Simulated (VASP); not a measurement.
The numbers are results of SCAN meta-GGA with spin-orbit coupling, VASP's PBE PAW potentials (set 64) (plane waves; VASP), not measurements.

A VASP calculation is set up with these files.

**KPOINTS**
```
K-points
0
Gamma
 7 7 7
0 0 0
```

KPOINTS_OPT:
```
k-points along high-symmetry lines
8
Line-mode
Reciprocal
  0.000000   0.000000   0.000000 ! GAMMA
  0.500000   0.000000   0.500000 ! X

  0.500000   0.000000   0.500000 ! X
  0.625000   0.250000   0.625000 ! U

  0.375000   0.375000   0.750000 ! K
  0.000000   0.000000   0.000000 ! GAMMA

  0.000000   0.000000   0.000000 ! GAMMA
  0.500000   0.500000   0.500000 ! L

  0.500000   0.500000   0.500000 ! L
  0.500000   0.250000   0.750000 ! W

  0.500000   0.250000   0.750000 ! W
  0.500000   0.000000   0.500000 ! X
```

### INCAR
```
# general
SYSTEM     = YbS
PREC       = Accurate
ENCUT      = 400
LREAL      = .FALSE.
LASPH      = .TRUE.

# electronic loop
EDIFF      = 1E-6
NELM       = 100
ALGO       = Normal
LMAXMIX    = 6
LMIXTAU    = .TRUE.

# smearing
ISMEAR     = 0
SIGMA      = 0.05

# functional
METAGGA    = SCAN
GGA_COMPAT = .FALSE.

# spin
MAGMOM     = 6*0
LSORBIT    = .TRUE.

# output
LWAVE      = .FALSE.
LCHARG     = .FALSE.
```

**POSCAR**
```
YbS
3.9420170
  0.0000000000   0.7071068078   0.7071068078
  0.7071068078   0.0000000000   0.7071068078
  0.7071068078   0.7071068078   0.0000000000
Yb S
1 1
direct
  0.5000000000   0.5000000000   0.5000000000
  0.0000000000   0.0000000000   0.0000000000
```

POTCAR, in this order: Yb_2 S (PBE.64 set). Program: vasp_ncl.

The 4f electrons are frozen in the core of the lanthanide potential, so 4f levels, which can set the real gap, and their magnetism are missing.

Task: Estimate the energy per atom (σ→0), band gap (over mesh and band path).

Result: 
```
Property                                     Result
----------------------------------  ---------------
energy per atom (σ→0)               -32.828 eV/atom
band gap (over mesh and band path)          2.37 eV
```

File OSZICAR:
```
...
DAV:  15    -0.656555324033E+02   -0.12349E-04   -0.39319E-05   994   0.674E-02    0.728E-03
DAV:  16    -0.656555428589E+02   -0.10456E-04   -0.57849E-07   940   0.915E-03    0.570E-03
DAV:  17    -0.656555473384E+02   -0.44795E-05   -0.24707E-07   590   0.453E-03    0.880E-04
DAV:  18    -0.656555478277E+02   -0.48921E-06   -0.17418E-07   608   0.492E-03
   1 F= -.65655548E+02 E0= -.65655548E+02  d E =-.216626E-14  mag=    -0.0000     0.0000    -0.0000
       N       E                     dE             ncg
       N       E                     dE             ncg
       N       E                     dE             ncg
```

The structure comes from a measured YbS entry (Fm-3m) of the Crystallography Open Database, whose conditions weren't checked. It was relaxed first, which changed the volume by -5 %.
